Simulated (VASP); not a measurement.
A convergence study with VASP on Cu₂O (cuprite): a few settings are varied, all else stays as given below, so the limit is that of these other settings. The cell's lengths are 1 % over those of the tabulated start and one atom is moved, so it is off equilibrium.

```
Cu2O
1.0
    4.31270     0.00000     0.00000
    0.00000     4.31270     0.00000
    0.00000     0.00000     4.31270
Cu O
4 2
Cartesian
  3.23453   1.07818   3.23453
  1.07818   3.23453   3.23453
  3.23453   3.23453   1.07818
  1.07818   1.07818   1.07818
  0.00000   0.00000   0.00000
  2.21695   2.15635   2.15635
```

Calculation: LDA (Ceperley-Alder, Perdew-Zunger), VASP's LDA PAW potentials (set 64) (plane waves; VASP 6.6.1). The last row used: ADDGRID = .TRUE., 600 eV cut-off, 6×6×6 Γ-centred mesh, Gaussian smearing of 0.050 eV, potentials Cu O.

Gaps are read on the run's mesh, which can miss a band edge.

| setting | E (eV/atom) | pressure (GPa) | largest force (eV/Å) | gap on the mesh (eV) | plane waves |
|---|---|---|---|---|---|
| ADDGRID = unset, ENCUT = 300, PREC = Low | -5.4357 | -31.22 | 0.965 | 0.427 | 968 |
| ADDGRID = unset, ENCUT = 300, PREC = Normal | -5.4354 | -31.12 | 0.970 | 0.427 | 968 |
| ADDGRID = .TRUE., ENCUT = 300, PREC = Normal | -5.4359 | -31.05 | 0.970 | 0.427 | 968 |
| ADDGRID = unset, ENCUT = 300, PREC = Accurate | -5.4329 | -30.98 | 0.919 | 0.426 | 968 |
| ADDGRID = .TRUE., ENCUT = 300, PREC = Accurate | -5.4328 | -31.01 | 0.919 | 0.426 | 968 |
| ADDGRID = unset, ENCUT = 400, PREC = Low | ? | ? | ? | ? | 1472 |
| ADDGRID = unset, ENCUT = 400, PREC = Normal | -5.3901 | -13.88 | 0.895 | 0.454 | 1472 |
| ADDGRID = .TRUE., ENCUT = 400, PREC = Normal | -5.3901 | -13.91 | 0.896 | 0.454 | 1472 |
| ADDGRID = unset, ENCUT = 400, PREC = Accurate | -5.3902 | -13.92 | 0.895 | 0.454 | 1472 |
| ADDGRID = .TRUE., ENCUT = 400, PREC = Accurate | -5.3901 | -13.91 | 0.896 | 0.454 | 1472 |
| ADDGRID = unset, ENCUT = 500, PREC = Low | -5.3832 | -11.18 | 0.894 | 0.458 | 2054 |
| ADDGRID = unset, ENCUT = 500, PREC = Normal | -5.3834 | -10.99 | 0.899 | 0.457 | 2054 |
| ADDGRID = .TRUE., ENCUT = 500, PREC = Normal | -5.3834 | -11.03 | 0.899 | 0.457 | 2054 |
| ADDGRID = unset, ENCUT = 500, PREC = Accurate | -5.3833 | -11.04 | 0.900 | 0.457 | 2054 |
| ADDGRID = .TRUE., ENCUT = 500, PREC = Accurate | -5.3833 | -11.03 | 0.900 | 0.457 | 2054 |
| ADDGRID = unset, ENCUT = 600, PREC = Low | -5.3841 | -11.20 | 0.893 | 0.457 | 2721 |
| ADDGRID = unset, ENCUT = 600, PREC = Normal | -5.3843 | -11.04 | 0.897 | 0.457 | 2721 |
| ADDGRID = .TRUE., ENCUT = 600, PREC = Normal | -5.3842 | -11.04 | 0.898 | 0.457 | 2721 |
| ADDGRID = unset, ENCUT = 600, PREC = Accurate | -5.3842 | -11.04 | 0.898 | 0.457 | 2721 |
| ADDGRID = .TRUE., ENCUT = 600, PREC = Accurate | -5.3842 | -11.04 | 0.898 | 0.457 | 2721 |

Problem. Complete the blanks.

Solution. 
- ADDGRID = unset, ENCUT = 400, PREC = Low, E (eV/atom): -5.3900
- ADDGRID = unset, ENCUT = 400, PREC = Low, pressure (GPa): -14.07
- ADDGRID = unset, ENCUT = 400, PREC = Low, largest force (eV/Å): 0.890
- ADDGRID = unset, ENCUT = 400, PREC = Low, gap on the mesh (eV): 0.455

Left out are rungs that failed or repeat a setting and relaxations that didn't move; long series are thinned to 24 rows.

The compound is Cu2O in the cuprite structure. The cell was not relaxed at this level, it is distorted from the ideal structure.
